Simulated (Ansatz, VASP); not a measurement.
**SiO2 (SiO2 (P3_121)): VASP beside Ansatz**

Wanted: the spread between two codes on one cell, functional and k mesh. The cell is taken from a series of runs on this material, whose earlier steps may have relaxed, scaled, displaced or heated it; both programs get it as it stands.

Method: plane waves, with VASP 6.6.1 beside it; single point at PBE0, in Ansatz 0.2.0.

## 1. Set-up

The cell holds 18 atoms: 6 Si and 12 O. Cell: a = 7.246 Å, b = 7.246 Å, c = 4.868 Å, α = 70.4°, β = 70.4°, γ = 71.2°.

## 2. VASP: single point, PBE0

With cell and atoms fixed, the geometry can't cause a difference; cores, projectors, grids and the points listed under the comparison can.

Lines of VASP's logs that name or quote its potential files are left out, and so is its time.

The run reads the wave functions of an earlier VASP run, which isn't shown here.

Contents of INCAR:

```
SYSTEM = SiO2
PREC = Accurate
ENCUT = 520
EDIFF = 1E-06
NELM = 100
ISMEAR = 0
SIGMA = 0.01
LREAL = .FALSE.
ALGO = Normal
LHFCALC = .TRUE.
AEXX = 0.25
GGA = PE
LASPH = .TRUE.
NBANDS = 66
PRECFOCK = Fast
LORBIT = 11
LWAVE = .FALSE.
LCHARG = .FALSE.
ISIF = 2
```

Contents of POSCAR:

```
SiO2
1.0
   -2.4341887800      4.2161386400      5.3668988600
    4.8683775600      0.0000000000      5.3668988600
    2.4341887800      4.2161386400      0.0000000000
Si O
6 12
Direct
    0.9996553898      0.0000590695      0.5348162208
    0.4996553898      0.5000590695      0.0348162208
    0.0660887337      0.6008299206      0.3993363609
    0.5660887337      0.1008299206      0.8993363609
    0.4341083159      0.8994086771      0.5657259042
    0.9341083159      0.3994086771      0.0657259042
    0.4572105889      0.3210147594      0.9559845302
    0.9572105889      0.8210147594      0.4559845302
    0.1944038526      0.9180172224      0.6681106398
    0.6944038526      0.4180172224      0.1681106398
    0.0182756562      0.4285526221      0.7074224257
    0.5182756562      0.9285526221      0.2074224257
    0.0416781547      0.1779542236      0.2323885307
    0.5416781547      0.6779542236      0.7323885307
    0.4824391098      0.0716540589      0.6533693878
    0.9824391098      0.5716540589      0.1533693878
    0.3061401984      0.5825094463      0.2828470000
    0.8061401984      0.0825094463      0.7828470000
```

Contents of KPOINTS:

```
Automatic mesh
0
Gamma
1 1 2
0 0 0
```

PAW data sets: Si and O (PBE family, release 64).

The run is started by

```console
export OMP_NUM_THREADS=3
mpirun -np 1 vasp_std
```

Numbers of over 12 decimals in the logs are rounded to 6 here.

Output:

```text
[banner, memory and clock lines left out]
running    1 mpi-ranks, on    1 nodes
 distrk:  each k-point on    1 cores,    1 groups
 distr:  one band on    1 cores,    1 groups
 Offloading initialized ...    1 GPUs detected
 POSCAR found type information on POSCAR SiO
 POSCAR found :  2 types and      18 ions
|                                                                             |
|               ----> ADVICE to this user running VASP <----                  |
|                                                                             |
|     You have a (more or less) 'large supercell' and for larger cells it     |
|     might be more efficient to use real-space projection operators.         |
|     Therefore, try LREAL= Auto in the INCAR file.                           |
|     Mind: For very accurate calculation, you might also keep the            |
|     reciprocal projection scheme (i.e. LREAL=.FALSE.).                      |
|                                                                             |

 LDA part: xc-table for (Slater+PW92), standard interpolation
|                                                                             |
|           W    W    AA    RRRRR   N    N  II  N    N   GGGG   !!!           |
|           W    W   A  A   R    R  NN   N  II  NN   N  G    G  !!!           |
|           W    W  A    A  R    R  N N  N  II  N N  N  G       !!!           |
|           W WW W  AAAAAA  RRRRR   N  N N  II  N  N N  G  GGG   !            |
|           WW  WW  A    A  R   R   N   NN  II  N   NN  G    G                |
|           W    W  A    A  R    R  N    N  II  N    N   GGGG   !!!           |
|                                                                             |
|     Your reciprocal lattice and k-lattice belong to different lattice       |
|     classes:                                                                |
|                                                                             |
|        The reciprocal lattice is face-centered orthorhombic,                |
|        whereas your k-lattice is base-centered monoclinic.                  |
|                                                                             |
|     Results are often still useful ...                                      |
|                                                                             |

 found WAVECAR, reading the header
 POSCAR, INCAR and KPOINTS ok, starting setup
 FFT: planning ... GRIDC
 FFT: planning ... GRID_SOFT
 FFT: planning ... GRID
 reading WAVECAR
 the WAVECAR file was read successfully
 initial charge from wavefunction
 entering main loop
       N       E                     dE             d eps       ncg     rms          rms(c)
DAV:   1    -0.185091269969E+03   -0.18509E+03   -0.24449E+00   300   0.781E+00    0.782E+00
DAV:   2    -0.185120091701E+03   -0.28822E-01   -0.10671E-01   320   0.132E+00    0.582E+00
DAV:   3    -0.185112193006E+03    0.78987E-02   -0.69860E-03   320   0.326E-01    0.352E+00
DAV:   4    -0.185110217490E+03    0.19755E-02   -0.30278E-03   312   0.195E-01    0.202E+00
DAV:   5    -0.185109694434E+03    0.52306E-03   -0.43302E-04   320   0.882E-02    0.114E+00
DAV:   6    -0.185109510032E+03    0.18440E-03   -0.10576E-04   320   0.546E-02    0.647E-01
DAV:   7    -0.185109457357E+03    0.52675E-04   -0.32914E-05   320   0.322E-02    0.369E-01
DAV:   8    -0.185109442363E+03    0.14994E-04   -0.84472E-06   320   0.161E-02    0.210E-01
DAV:   9    -0.185109438524E+03    0.38391E-05   -0.29275E-06   256   0.884E-03    0.120E-01
DAV:  10    -0.185109437954E+03    0.57042E-06   -0.11989E-06   208   0.594E-03
   1 F= -.18510944E+03 E0= -.18510944E+03  d E =-.739585E-24
```

Parts of OUTCAR (step 2):

```text
ion  position               nearest neighbor table
   1  1.000  0.000  0.535-   9 1.61  18 1.61   8 1.61  13 1.61   4 3.03   3 3.03   6 3.04   5 3.04

  LATTYP: Found a body centered orthorhombic cell.
 ALAT       =     4.8683775581
 B/A-ratio  =     1.7320508080
 C/A-ratio  =     2.2047997699

 Subroutine GETGRP returns: Found  1 space group operations
 (whereof  1 operations were pure point group operations)

The static configuration has the point symmetry C_1 .

 Found      2 irreducible k-points:

   k-points           NKPTS =      2   k-points in BZ     NKDIM =      2   number of bands    NBANDS=     66

   dimension x,y,z NGX =    54 NGY =   54 NGZ =   36
   dimension x,y,z NGXF=   108 NGYF=  108 NGZF=   72

   ENCUT  =  520.0 eV  38.22 Ry    6.18 a.u.  13.47 13.47  9.05*2*pi/ulx,y,z

   NELECT =      96.0000    total number of electrons

 k-points in reciprocal lattice and weights: Automatic mesh
   0.00000000  0.00000000  0.00000000       0.500
   0.00000000  0.00000000  0.50000000       0.500

  exchange ACFDT corr.  =         0.00000000  see jH, gK, PRB 81, 115126

 average (electrostatic) potential at core
       1 -82.1622       2 -82.1622       3 -82.1656       4 -82.1656       5 -82.1579
       6 -82.1579       7 -65.5759       8 -65.5759       9 -65.5735      10 -65.5735
      11 -65.5546      12 -65.5546      13 -65.5596      14 -65.5596      15 -65.5714
      16 -65.5714      17 -65.5674      18 -65.5674

 E-fermi :  -0.5852

 k-point     1 :       0.0000    0.0000    0.0000
  band No.  band energies     occupation
    ...
     44      -1.3656      2.00000
     45      -1.1146      2.00000
     46      -0.7929      2.00000
     47      -0.7816      2.00000
     48      -0.6631      2.00000
     49       8.2859      0.00000
     50      11.5030      0.00000
     51      11.6618      0.00000
     52      11.6648      0.00000
     53      11.9334      0.00000
    ...

 k-point     2 :       0.0000    0.0000    0.5000
  band No.  band energies     occupation
    ...
     44      -1.2129      2.00000
     45      -0.9384      2.00000
     46      -0.9384      2.00000
     47      -0.6561      2.00000
     48      -0.6561      2.00000
     49      10.8433      0.00000
     50      10.8433      0.00000
     51      11.7656      0.00000
     52      11.7656      0.00000
     53      12.1721      0.00000
    ...

  Total        2.5140794      2.6382385      2.7682550     -0.0424816     -0.1400733      0.0255024
  in kB       18.2825611     19.1854546     20.1309435     -0.3089295     -1.0186228      0.1854551
  external PRESSURE =      19.1996531 kB  Pullay stress =       0.0000000 kB

  energy-cutoff  :      520.00
  volume of cell :      220.32
      direct lattice vectors                 reciprocal lattice vectors
    -2.434188780  4.216138640  5.366898860    -0.102703620  0.059295963  0.093163671
     4.868377560  0.000000000  5.366898860     0.102703620 -0.059295963  0.093163671
     2.434188780  4.216138640  0.000000000     0.102703620  0.177887888 -0.093163671

 POSITION                                       TOTAL-FORCE (eV/Angst)
 -----------------------------------------------------------------------------------
     -1.13122      6.46955      5.36537         0.005631      0.007156      0.006808
      1.30297      2.25341      5.36537         0.005631      0.007156      0.006808
      3.73625      1.96230      3.57928        -0.004167     -0.001048      0.001054
      1.30207      6.17844      3.57928        -0.004167     -0.001048      0.001054
      4.69904      4.21544      7.15685        -0.001448      0.008924     -0.006518
     -0.16933      4.21544      7.15685        -0.001448      0.008924     -0.006518
      2.77693      5.95823      4.17666         0.017441     -0.003800      0.007112
      2.77693      5.95823      9.54356         0.017441     -0.003800      0.007112
      5.62235      3.63648      5.97025         0.004349      0.000427      0.022648
      0.75397      3.63648      5.97025         0.004349      0.000427      0.022648
      3.76387      3.05964      2.39808        -0.015665     -0.023860      0.028252
      3.76387      3.05964      7.76498        -0.015665     -0.023860      0.028252
      1.33057      1.15550      1.17874         0.003054      0.018319     -0.017514
      3.76476      5.37164      6.54564         0.003054      0.018319     -0.017514
      0.76492      4.78873      2.97376        -0.009173      0.018974     -0.019310
      0.76492      4.78873      8.34066        -0.009173      0.018974     -0.019310
      2.77918      2.48325      4.76929        -0.000023     -0.025092     -0.022531
      0.34499      6.69939      4.76929        -0.000023     -0.025092     -0.022531
 -----------------------------------------------------------------------------------
    total drift:                               -0.001538     -0.002268      0.000732

  FREE ENERGIE OF THE ION-ELECTRON SYSTEM (eV)
  ---------------------------------------------------
  free  energy   TOTEN  =      -185.1094379538 eV

  energy  without entropy=     -185.1094379538  energy(sigma->0) =     -185.10943795

 total charge
# of ion       s       p       d       tot
------------------------------------------
    1        0.658   1.026   0.000   1.684
    2        0.658   1.026   0.000   1.684
    3        0.659   1.024   0.000   1.683
    4        0.659   1.024   0.000   1.683
    5        0.658   1.026   0.000   1.684
    6        0.658   1.026   0.000   1.684
    7        1.557   3.736   0.000   5.292
    8        1.557   3.736   0.000   5.292
    9        1.557   3.736   0.000   5.292
   10        1.557   3.736   0.000   5.292
   11        1.558   3.734   0.000   5.292
   12        1.558   3.734   0.000   5.292
   13        1.558   3.734   0.000   5.291
   14        1.558   3.734   0.000   5.291
   15        1.558   3.732   0.000   5.290
   16        1.558   3.732   0.000   5.290
   17        1.558   3.731   0.000   5.289
   18        1.558   3.731   0.000   5.289
--------------------------------------------------
tot         22.640  50.957   0.000  73.598
```

The k-mesh is coarse for unscreened exact exchange, which converges slowly with it.

(Continued in part 2 of 2.)

[Lines on the potential files, build, host, timing and source positions are cut from VASP's logs without a mark.]

[Logs are printed without paths, hosts, clocks, repeated set-up lines and the standing remarks that a program may print on its own settings, such as how far it seeks lower states.]

[Hosts, paths, dates, database ids (printed as entryN), source tags and the programs' standing remarks are cut or masked in the printed files.]
